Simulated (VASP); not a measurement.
Input:

```xyz
8
Lattice="4.9153 0.0000 0.0000 0.0000 4.9153 0.0000 0.0000 0.0000 4.9153" Properties=species:S:1:pos:R:3 pbc="T T T"
Be     4.8817     4.8817     4.8817
Be     2.4912     2.4912     4.8817
Be     2.4912     4.8817     2.4912
Be     4.8817     2.4912     2.4912
Se     1.2288     1.2288     1.2288
S      3.6865     3.6865     1.2288
S      3.6865     1.2288     3.6865
S      1.2288     3.6865     3.6865
```

Computed with PBEsol GGA, VASP's PBE PAW potentials (set 64) (plane waves; VASP). Settings: 400 eV cut-off, 5×5×5 Γ-centred mesh, tetrahedra with Blöchl corrections, potentials Be Se S.

### Question
Predict the energy per atom (σ→0), band gap (on the k-mesh) with the smallest direct gap where there is one.

### Answer

* **band gap (on the k-mesh)**: 2.44 eV
* **smallest direct gap (on the k-mesh)**: 2.44 eV
* **energy per atom (σ→0)**: -5.130 eV/atom

The structure was generated: Be4S3Se was put into an ordered model structure (P-43m), which need not be its known phase. It was relaxed first.
